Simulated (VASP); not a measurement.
Consider the following.

```xyz
6
Lattice="4.9904 0.0000 0.0000 -2.4952 4.3218 0.0000 0.0000 0.0000 4.1021" Properties=species:S:1:pos:R:3 pbc="T T T"
Fe     2.4952     0.0000     0.0000
Fe     1.2476     2.1609     0.0000
Fe    -1.2476     2.1609     0.0000
Ge     0.0000     0.0000     0.0000
Ge     0.0000     2.8812     2.0511
Ge     2.4952     1.4406     2.0511
```

Method: r2SCAN meta-GGA, VASP's PBE PAW potentials (set 64) (plane waves; VASP 6.6.1). Numerical set-up: 400 eV cut-off, 8×8×8 Γ-centred mesh, tetrahedra with Blöchl corrections, potentials Fe Ge_d.

The run has a spin-polarised start.

Give the spin-up energies of bands 28 to 41 at the high-symmetry points, in eV from the Fermi level.

| band | Γ | M | K | A | L | H |
|---|---|---|---|---|---|---|
| 28 | -3.17 | -3.33 | -3.11 | -2.76 | -3.31 | -3.27 |
| 29 | -3.17 | -3.33 | -3.11 | -2.55 | -3.22 | -2.95 |
| 30 | -2.63 | -3.13 | -2.83 | -2.52 | -2.97 | -2.70 |
| 31 | -2.63 | -2.72 | -2.83 | -2.52 | -2.76 | -2.70 |
| 32 | -2.52 | -2.47 | -2.74 | -2.41 | -2.58 | -2.67 |
| 33 | -2.45 | -2.42 | -2.19 | -2.37 | -2.52 | -2.54 |
| 34 | -2.45 | -0.51 | -0.06 | -2.37 | -2.40 | -2.54 |
| 35 | -1.09 | -0.14 | 0.33 | -2.03 | -2.09 | -2.17 |
| 36 | -0.93 | 0.63 | 0.33 | -2.03 | -1.89 | -2.12 |
| 37 | 0.42 | 0.92 | 0.86 | -0.93 | -0.56 | 0.99 |
| 38 | 0.42 | 1.31 | 0.86 | -0.85 | 0.23 | 2.47 |
| 39 | 2.79 | 2.57 | 1.65 | -0.38 | 3.11 | 2.47 |
| 40 | 2.95 | 3.29 | 2.56 | 0.16 | 4.32 | 2.90 |
| 41 | 4.42 | 3.70 | 2.56 | 2.69 | 5.14 | 2.90 |

Give the spin-down energies of bands 28 to 41 at the high-symmetry points, in eV from the Fermi level.

```tsv
band	Γ	M	K	A	L	H
28	-1.00	-1.50	-0.56	-2.32	-0.83	-1.12
29	-1.00	-0.33	-0.56	-2.01	-0.46	-0.39
30	1.05	0.23	-0.01	-0.36	-0.41	-0.24
31	1.09	0.24	-0.01	-0.36	-0.38	-0.24
32	1.09	0.85	1.09	-0.32	0.14	-0.03
33	1.46	1.38	1.41	0.99	0.51	0.55
34	1.46	1.75	1.86	1.14	0.87	0.68
35	1.65	2.04	1.88	1.14	1.08	0.68
36	1.83	2.10	1.88	1.31	1.22	1.65
37	2.56	2.64	2.88	1.31	1.54	1.85
38	2.56	2.79	2.88	1.83	2.71	3.82
39	2.78	3.83	2.94	2.00	3.93	3.82
40	4.07	4.19	3.68	2.62	5.08	4.39
41	4.32	4.28	3.68	4.01	6.01	4.39
```

It has no gap at this level: it comes out as a metal or semimetal.

The structure comes from a computed database's FeGe entry (P6/mmm); how it stands against other phases isn't given here. It was relaxed first.
